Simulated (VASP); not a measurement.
The system is ZnH.

```
Zn H
1.0
     0.00000    2.21594    2.21594
     2.21594    0.00000    2.21594
     2.21594    2.21594    0.00000
Zn H
1 1
Direct
  0.00000 0.00000 0.00000
  0.25000 0.25000 0.25000
```

The cell was built by a generator and needn't be a form met in nature.

Base run:

```yaml
Program: VASP 6.6.1
Functional: TPSS
Potentials_or_basis: VASP PAW PBE potentials, release 64 (Zn, H)
Cutoff: 520 eV
k_mesh: 10 × 10 × 10
Occupations: fermi-dirac, width 0.05 eV
Spin: no spin polarisation
```

Its results: pressure -2.8 GPa.

Task: The run is repeated on the same cell with these changes: functional from TPSS to RPBE. What comes out?

Result: Pressure 2.4 GPa.

Caveats: the PAW data sets were made with another functional, which shifts forces and pressure a little.

Not every run made on this cell is shown here.
